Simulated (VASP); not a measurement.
MgCd2S3:

```
Mg Cd S
1.0
    -2.04000    6.12000    2.88500
     2.04000   -6.12000    2.88500
     2.04000    6.12000   -2.88500
Mg Cd S
1 2 3
Direct
  0.00000 0.00000 0.00000
  0.66670 0.00000 0.66670
  0.33330 0.00000 0.33330
  0.75000 0.25000 0.50000
  0.08330 0.25000 0.83330
  0.41670 0.25000 0.16670
```

The cell was built by a generator and needn't be a form met in nature.

| Item | Value |
| --- | --- |
| Program | VASP 6.6.1 |
| Task | relaxation of cell and atoms |
| Functional | PBE |
| Potentials or basis | VASP PAW PBE potentials, release 64 (Mg, Cd, S) |
| Cutoff | 520 eV |
| k mesh | 4 × 4 × 4 |
| Occupations | gaussian, width 0.15 eV |
| Spin | no spin polarisation |

At the start: pressure 2.9 GPa; volume 24.01 Å³/atom.

Question: How do energy, volume and symmetry change on relaxing?

Answer: Over 10 steps the energy falls by 24.3 meV/atom and the volume is 25.15 Å³/atom (+4.7 %); space group Imm2 (No. 44, to 0.05 Å).

The path:
| step | energy change (eV) | largest force (eV/Å) | pressure (GPa) | volume (Å³) |
| --- | --- | --- | --- | --- |
| 1 | 0.0000 | 0.8075 | 2.93 | 144.07 |
| 2 | -0.1110 | 0.3778 | -0.84 | 153.42 |
| 3 | -0.1116 | 0.3930 | -0.83 | 152.85 |
| 4 | -0.1115 | 0.4119 | -0.65 | 152.42 |
| 5 | -0.1343 | 0.2554 | -0.23 | 151.33 |
| 6 | -0.1449 | 0.0865 | 0.23 | 149.87 |
| 7 | -0.1449 | 0.0867 | 0.28 | 149.94 |
| 8 | -0.1423 | 0.1207 | -0.17 | 150.63 |
| 9 | -0.1449 | 0.0820 | 0.25 | 150.01 |
| 10 | -0.1456 | 0.0428 | -0.26 | 150.88 |

Final structure:
```xyz
6
Lattice="-2.0757 6.2124 2.9251 2.0757 -6.2124 2.9251 2.0757 6.2124 -2.9251" Properties=species:S:1:pos:R:3 pbc="T T T"
Mg    0.0000    0.0000    5.8395
Cd    0.0000    8.2749    0.0046
Cd    0.0000    4.1499    0.0047
S     0.0000    6.2124    1.5575
S     2.0757    4.2068   -1.5093
S     0.0000    2.0056    1.4158
```

Caveat: the k mesh is coarse (spacing up to 0.47 Å⁻¹), so the values aren't converged; the relaxation stopped at a loose force limit of 0.08 eV/Å, so its end isn't a converged minimum.
